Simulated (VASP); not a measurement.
Consider the following.

```
CELL_PARAMETERS angstrom
      0.00000     1.78350     1.78350
      1.78350     0.00000     1.78350
      1.78350     1.78350     0.00000
ATOMIC_POSITIONS crystal
  C  0.00000 0.00000 0.00000
  C  0.25000 0.25000 0.25000
```
Cell charge +0.1.

Method: PBE GGA, VASP's PBE PAW potentials (set 64) (plane waves; VASP). Run with NELECT = 7.9, 520 eV cut-off, 11×11×11 Γ-centred mesh, Gaussian smearing of 0.050 eV, potentials C.

The cell is charged, with a uniform compensating background.

Task: Give the stress tensor in GPa (positive for a compressed cell).

Result: 
```
-17.22    0.00    0.00
  0.00  -17.22    0.00
  0.00    0.00  -17.22
```
The pressure is its mean diagonal, -17.22 GPa.

The compound is C in the diamond structure. The cell was not relaxed at this level. The run is one of a series of settings (NELECT = 7.9 against the base run), some of them coarse on purpose.
